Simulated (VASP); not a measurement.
Energy against volume of BaZrO$_{3}$ (cubic perovskite). These are revPBE GGA, VASP's PBE PAW potentials (set 64) (plane waves; VASP) values and carry that method's errors. Settings: 520 eV cut-off, 5×5×5 Γ-centred mesh, Gaussian smearing of 0.050 eV, potentials Ba_sv Zr_sv O.

```tsv
V (Å³/atom)	E (eV/atom)
15.012	-7.99221
15.476	-7.99888
15.940	-7.99323
16.404	-7.97719
```

**Question.** Fit these four points and predict the energy of the run at 14.547 Å³/atom.

**Answer.** A cubic in V^(−2/3), the third-order Birch-Murnaghan form, passes through the four points with V0 = 15.48 Å³/atom and B0 = 141 GPa, and gives -7.9709 eV/atom there. The run gave -7.9711 eV/atom, -0.2 meV/atom from the fit; all five points give B0 = 141 GPa.

The compound is BaZrO3 in the cubic perovskite structure. It was relaxed first, which changed the volume by +5 %.
